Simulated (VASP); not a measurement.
Consider the following.

```
YN
1.0
    0.00000     3.01377     3.01377
    3.01377     0.00000     3.01377
    3.01377     3.01377     0.00000
Y N
1 1
Cartesian
  0.00000   0.00000   0.00000
  1.50688   1.50688   1.50688
```

Calculation: PBEsol GGA, VASP's PBE PAW potentials (set 64) (plane waves; VASP). Settings: 520 eV cut-off, 10×10×10 Γ-centred mesh, first-order Methfessel-Paxton smearing of 0.10 eV, potentials Y_sv N.

Energy and stress use the plane-wave basis of the starting cell.

Problem. The ions, cell shape and volume are relaxed. Predict the relaxed structure.

Solution. 
```
YN
1.0
    0.00000     2.61162     2.61162
    2.61162     0.00000     2.61162
    2.61162     2.61162     0.00000
Y N
1 1
Direct
  0.00000   0.00000   0.00000
  0.25000   0.25000   0.25000
```
Space group F-43m (216), at a tolerance of 0.03 Å.

Problem. How do energy and volume change from the first to the last step?

Solution. The energy (σ→0) changes by -934.0 meV/atom and the volume by -34.9 %, in 6 ionic steps.

The structure was generated: YN was put into the zinc blende type (F-43m), which need not be its known phase. This run relaxes it. Symmetry was kept, so distortions that lower it aren't found.
